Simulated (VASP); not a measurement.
A convergence study with VASP on Rh (fcc): one setting is varied, all else stays as given below, so the limit is that of these other settings.

```yaml
crystal:
  lattice:
    - [0.00000, 1.90000, 1.90000]
    - [1.90000, 0.00000, 1.90000]
    - [1.90000, 1.90000, 0.00000]
  atoms:
    - { symbol: Rh, position: [0.00000, 0.00000, 0.00000] }
```

Level of theory: LDA (Ceperley-Alder, Perdew-Zunger), VASP's LDA PAW potentials (set 64) (plane waves; VASP). The tightest run used: 550 eV cut-off, 26×26×26 Γ-centred mesh, first-order Methfessel-Paxton smearing of 0.10 eV, potentials Rh_pv.

| setting | E (eV/atom) | pressure (GPa) | irreducible k-points |
|---|---|---|---|
| 1×1×1 mesh | -13.4829 | 28.24 | 1 |
| 2×2×2 mesh | -4.8164 | 47.23 | 3 |
| 3×3×3 mesh | -7.2279 | 14.18 | 4 |
| 4×4×4 mesh | -9.1114 | -17.00 | 8 |
| 5×5×5 mesh | -8.5143 | -7.40 | 10 |
| 6×6×6 mesh | -8.5861 | -8.47 | 16 |
| 7×7×7 mesh | -8.7312 | -11.49 | 20 |
| 8×8×8 mesh | -8.6337 | -9.18 | 29 |

Problem. These are the cheaper rows. Estimate the results at 26×26×26 mesh, and how far the last row shown lies from them.

Solution. 
```tsv
quantity	tightest run	last row shown is off by
E (eV/atom)	-8.6689	0.0352
pressure (GPa)	-10.00	0.82
```

Left out are rungs that failed or repeat a setting and relaxations that didn't move; long series are thinned to 24 rows.

The compound is Rh in the fcc structure. The cell was not relaxed at this level.
